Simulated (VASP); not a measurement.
Level of theory: LDA (Ceperley-Alder, Perdew-Zunger), VASP's LDA PAW potentials (set 64) (plane waves; VASP).

Input for VASP

### INCAR
```
ALGO = Normal
EDIFF = 1E-6
EDIFFG = -0.01
ENCUT = 520
IBRION = 2
ISIF = 3
ISMEAR = 0
LASPH = .True.
LCHARG = .False.
LREAL = .False.
LWAVE = .False.
NELM = 100
NSW = 60
PREC = Accurate
SIGMA = 0.05
SYSTEM = C
```

### POSCAR
```
C
1
   -0.0000000000     1.7679180407     1.7679180407
    1.7679180407     0.0000000000     1.7679180407
    1.7679180407     1.7679180407     0.0000000000
C
2
Direct
  0.0000000000   0.0000000000   0.0000000000
  0.2500000000   0.2500000000   0.2500000000
```

KPOINTS:
```
Automatic mesh
0
Gamma
11 11 11
0 0 0
```

POTCAR, in this order: C (LDA.64 set). Program: vasp_std.

### Question
What does the run give for the energy per atom (σ→0)?

### Answer

```yaml
energy per atom (σ→0): -10.123 eV/atom
```

**OSZICAR**
```
...
DAV:   5    -0.211060955012E+02   -0.97670E-07   -0.97670E-07   952   0.747E-03    0.589E+00
DAV:   6    -0.204682302637E+02    0.63787E+00   -0.51776E-01   928   0.559E+00    0.344E+00
DAV:   7    -0.202462856269E+02    0.22194E+00   -0.57220E-01  1080   0.586E+00    0.776E-01
DAV:   8    -0.202454814930E+02    0.80413E-03   -0.23166E-03   912   0.580E-01    0.262E-02
DAV:   9    -0.202454804010E+02    0.10920E-05   -0.12176E-05  1096   0.384E-02    0.237E-02
DAV:  10    -0.202454814596E+02   -0.10586E-05   -0.51948E-07   952   0.842E-03    0.331E-03
DAV:  11    -0.202454814323E+02    0.27303E-07   -0.20061E-08   472   0.141E-03
   1 F= -.20245481E+02 E0= -.20245481E+02  d E =-.202455E+02
```

The compound is C in the diamond structure. It was relaxed first. The start is the result of an earlier pass.
